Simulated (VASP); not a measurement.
An input for Ansatz (written as the equivalent of a VASP run, and not itself run):

Ansatz 0.2 input:
```yaml
crystal:
  lattice:
    - [-1.6170000, 1.6170000, 1.6170000]
    - [1.6170000, -1.6170000, 1.6170000]
    - [1.6170000, 1.6170000, -1.6170000]
  atoms:
    - { symbol: Ta, position: [0.0000000, 0.0000000, 0.0000000] }
kpoints:
  mp_grid: { grid: [14, 14, 14] }
hamiltonian:
  xc: pbe
  pseudopotentials: { kind: paw }
scf:
  occupations: { method: fermi_dirac, width: 0.05 }
  max_iter: 100
output: { forces: true, stress: true, eigenvalues: true }
```

Write the VASP files for the same calculation (PBE).

Several could match; the one computed here: 
POSCAR:
```
Ta
1
   -1.6170000000     1.6170000000     1.6170000000
    1.6170000000    -1.6170000000     1.6170000000
    1.6170000000     1.6170000000    -1.6170000000
Ta
1
Direct
  0.0000000000   0.0000000000   0.0000000000
```

**KPOINTS**
```
Automatic mesh
0
Gamma
14 14 14
0 0 0
```

### INCAR
```
SYSTEM=Ta
PREC=Accurate; ENCUT=300; LREAL=.False.
LASPH=.True.
EDIFF=1E-6; NELM=100; ALGO=Normal
LMAXMIX=6
ISMEAR=-1; SIGMA=0.05
GGA=PE
ISIF=2
LWAVE=.False.; LCHARG=.False.
```

POTCAR, in this order: Ta_pv (PBE.64 set). Program: vasp_std.

The two are equivalent in intent, not identical: each code has its own PAW files, so the cut-off isn't converted (ENCUT is set for VASP's; basis.ecutwfc is left out, and Ansatz then takes the one that its files recommend); Ansatz stops its SCF on the density residual and VASP on the energy change (EDIFF).

The structure is a typed Ta crystal (Im-3m). The cell was not relaxed at this level, and its volume differs by -5.9 % from the start's.
